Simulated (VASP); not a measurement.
MgB2 (AlB2 type) is relaxed at rising pressure, each step from the one before. Symmetry mostly holds the structure type, and other phases were not tried. The mesh follows the cell, and a change of mesh leaves a small step in the series.

Here is the system:

```
CELL_PARAMETERS angstrom
      1.51738    -2.62817     0.00000
      1.51738     2.62817     0.00000
      0.00000     0.00000     3.43540
ATOMIC_POSITIONS crystal
  Mg 0.00000 0.00000 0.00000
  B  0.33333 0.66667 0.50000
  B  0.66667 0.33333 0.50000
```

These are LDA (Ceperley-Alder, Perdew-Zunger), VASP's LDA PAW potentials (set 64) (plane waves; VASP) values and carry that method's errors. Run with 620 eV cut-off, 12×12×9 Γ-centred mesh, first-order Methfessel-Paxton smearing of 0.10 eV, potentials Mg B.

```
P (GPa)  V (Å³/atom)  H − H(0) (eV/atom)  space group  gap on the mesh (eV)    k-mesh
-------  -----------  ------------------  -----------  --------------------  --------
0               9.13               0.000       P6/mmm                  0.00   12×12×9
5               8.88               0.281       P6/mmm                  0.00   12×12×9
10              8.64               0.554       P6/mmm                  0.00   12×12×9
20              8.24               1.081       P6/mmm                  0.00   12×12×9
30              7.91               1.587       P6/mmm                  0.00  12×12×10
45              7.51               2.309       P6/mmm                  0.00  12×12×10
```

Pressures at which the relaxation failed are left out.

The compound is MgB2 in the AlB2 type structure.
